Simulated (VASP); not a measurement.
An input for Quantum ESPRESSO's pw.x (written as the equivalent of a VASP run, and not itself run):

```
&CONTROL
  calculation = 'vc-relax'
  pseudo_dir = './pseudo'
  outdir = './out'
  tprnfor = .true.
  tstress = .true.
  nstep = 40
  forc_conv_thr = 0.00078
/
&SYSTEM
  ibrav = 0
  nat = 2
  ntyp = 2
  ecutwfc = 86
  occupations = 'smearing'
  smearing = 'gaussian'
  degauss = 0.003675
  input_dft = 'pbesol'
/
&ELECTRONS
  conv_thr = 7.3e-08
  electron_maxstep = 100
/
&IONS
/
&CELL
/
ATOMIC_SPECIES
  Sn 118.710 Sn.upf
  Se 78.971 Se.upf
CELL_PARAMETERS angstrom
    -0.0000000    2.9743169    2.9743169
     2.9743169   -0.0000000    2.9743169
     2.9743169    2.9743169   -0.0000000
ATOMIC_POSITIONS crystal
  Sn   0.0000000  1.0000000  1.0000000
  Se   0.5000000  0.5000000  0.5000000
K_POINTS automatic
  8 8 8 0 0 0
```

Write the VASP files for the same calculation (PBEsol).

Several could match; the one computed here: 
### INCAR
```
SYSTEM = SnSe
PREC = Accurate
ENCUT = 500
EDIFF = 1E-6
NELM = 100
ALGO = Normal
LREAL = .FALSE.
LASPH = .TRUE.
ISMEAR = 0
SIGMA = 0.05
GGA = PS
LMAXMIX = 4
LWAVE = .FALSE.
LCHARG = .FALSE.
IBRION = 2
ISIF = 3
NSW = 40
EDIFFG = -0.02
```

File POSCAR:
```
SnSe
1.0
  0.0000000000   2.9743169315   2.9743169315
  2.9743169315   0.0000000000   2.9743169315
  2.9743169315   2.9743169315   0.0000000000
Sn Se
1 1
Direct
  0.0000000000   1.0000000000   1.0000000000
  0.5000000000   0.5000000000   0.5000000000
```

**KPOINTS**
```
Automatic
0
G
 8 8 8
0 0 0
```

POTCAR, in this order: Sn_d Se (PBE.64 set). Program: vasp_std.

Limits of the translation: the potentials are each code's own (VASP's PAW set, PseudoDojo norm-conserving files in pw.x), so ENCUT and ecutwfc are chosen apart and not converted; conv_thr bounds pw.x's estimated SCF error, while EDIFF bounds the energy change between steps; forc_conv_thr acts on force components and is met together with etot_conv_thr.

The structure was generated: SnSe was put into the rock salt type (Fm-3m), which need not be its known phase. It was relaxed first, which changed the volume by +20 %.
